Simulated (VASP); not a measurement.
Computed with PBE GGA with D3 dispersion (zero damping), VASP's PBE PAW potentials (set 64) (plane waves; VASP).

VASP input:

File POSCAR:
```
SrVO3
3.918540
  0.9999998990   0.0000000000   0.0000000000
  0.0000000000   0.9999998990   0.0000000000
  0.0000000000   0.0000000000   0.9999998990
Sr V O
1 1 3
Direct
  0.0000000000   0.0000000000   0.0000000000
  0.5000000000   0.5000000000   0.5000000000
  0.5000000000   0.0000000000   0.5000000000
  0.0000000000   0.5000000000   0.5000000000
  0.5000000000   0.5000000000   0.0000000000
```

INCAR:
```
SYSTEM = SrVO3
PREC = Accurate; ENCUT = 520; LREAL = .False.
LASPH = .True.
EDIFF = 1E-7; NELM = 100; ALGO = Normal
LMAXMIX = 4
ISMEAR = 1; SIGMA = 0.1
GGA = PE; IVDW = 11
ISIF = 2
LWAVE = .False.; LCHARG = .False.
```

### KPOINTS
```
Regular mesh
0
G
 8 8 8
```

POTCAR, in this order: Sr_sv V_sv O (PBE.64 set). Program: vasp_std.

Output

OSZICAR:
```
       N       E                     dE             d eps       ncg     rms          rms(c)
DAV:   1     0.445255734193E+03    0.44526E+03   -0.24077E+04  1680   0.177E+03
DAV:   2    -0.217986651362E+02   -0.46705E+03   -0.46329E+03  2200   0.481E+02
DAV:   3    -0.491266154243E+02   -0.27328E+02   -0.27263E+02  1744   0.127E+02
DAV:   4    -0.499535562151E+02   -0.82694E+00   -0.82651E+00  2944   0.196E+01
DAV:   5    -0.499625058040E+02   -0.89496E-02   -0.88278E-02  2000   0.159E+00    0.348E+01
DAV:   6    -0.414604297183E+02    0.85021E+01   -0.10603E+02  2192   0.732E+01    0.197E+01
DAV:   7    -0.401788291869E+02    0.12816E+01   -0.44176E+01  2032   0.565E+01    0.163E+01
DAV:   8    -0.392957021506E+02    0.88313E+00   -0.33050E+00  1808   0.157E+01    0.593E+00
DAV:   9    -0.392750238217E+02    0.20678E-01   -0.13415E+00  2096   0.853E+00    0.265E+00
DAV:  10    -0.392333022189E+02    0.41722E-01   -0.62816E-01  1904   0.690E+00    0.113E+00
DAV:  11    -0.392227139396E+02    0.10588E-01   -0.68186E-02  1864   0.218E+00    0.214E-01
DAV:  12    -0.392229695653E+02   -0.25563E-03   -0.45458E-03  2048   0.457E-01    0.131E-01
DAV:  13    -0.392228349830E+02    0.13458E-03   -0.53649E-04  2136   0.161E-01    0.425E-02
DAV:  14    -0.392228124255E+02    0.22557E-04   -0.28642E-04  1768   0.940E-02    0.350E-02
DAV:  15    -0.392228093636E+02    0.30619E-05   -0.73658E-05  2008   0.765E-02    0.142E-02
DAV:  16    -0.392228081415E+02    0.12221E-05   -0.83827E-06  1944   0.245E-02    0.167E-03
DAV:  17    -0.392228082486E+02   -0.10711E-06   -0.55456E-07  1680   0.569E-03    0.183E-03
DAV:  18    -0.392228081923E+02    0.56323E-07   -0.59101E-08   960   0.233E-03
   1 F= -.40080489E+02 E0= -.40079661E+02  d E =-.248449E-02
```

### OUTCAR
```
------------------------ aborting loop because EDIFF is reached ----------------------------------------
 Edisp (eV)   -0.85768
  FORCE on cell =-STRESS in cart. coord.  units (eV):
  Direction    XX          YY          ZZ          XY          YZ          ZX
  --------------------------------------------------------------------------------------
  Total      -3.55273    -3.55273    -3.55273    -0.00000    -0.00000    -0.00000
  in kB     -94.60185   -94.60185   -94.60185    -0.00000    -0.00000    -0.00000
  external pressure =      -94.60 kB  Pullay stress =        0.00 kB
  volume of cell :       60.17
      direct lattice vectors                 reciprocal lattice vectors
     3.918539604  0.000000000  0.000000000     0.255197114  0.000000000  0.000000000
     0.000000000  3.918539604  0.000000000     0.000000000  0.255197114  0.000000000
     0.000000000  0.000000000  3.918539604     0.000000000  0.000000000  0.255197114
 POSITION                                       TOTAL-FORCE (eV/Angst)
 -----------------------------------------------------------------------------------
      0.00000      0.00000      0.00000         0.000000      0.000000      0.000000
      1.95927      1.95927      1.95927         0.000000      0.000000      0.000000
      1.95927      0.00000      1.95927         0.000000      0.000000      0.000000
      0.00000      1.95927      1.95927         0.000000      0.000000      0.000000
      1.95927      1.95927      0.00000         0.000000      0.000000      0.000000
 -----------------------------------------------------------------------------------
    total drift:                                0.000000      0.000000     -0.000000
  FREE ENERGIE OF THE ION-ELECTRON SYSTEM (eV)
  ---------------------------------------------------
  free  energy   TOTEN  =       -40.0804890317 eV

  energy  without entropy=      -40.0780045455  energy(sigma->0) =      -40.07966087
```
(Selected blocks of OUTCAR.)

The compound is SrVO3 in the cubic perovskite structure. This cell is one point of a volume scan, at 1.06 of the reference volume. The run is not spin-polarised, so no magnetic state was tried. The electron count is odd and the run is not spin-polarised, which forces a metal.
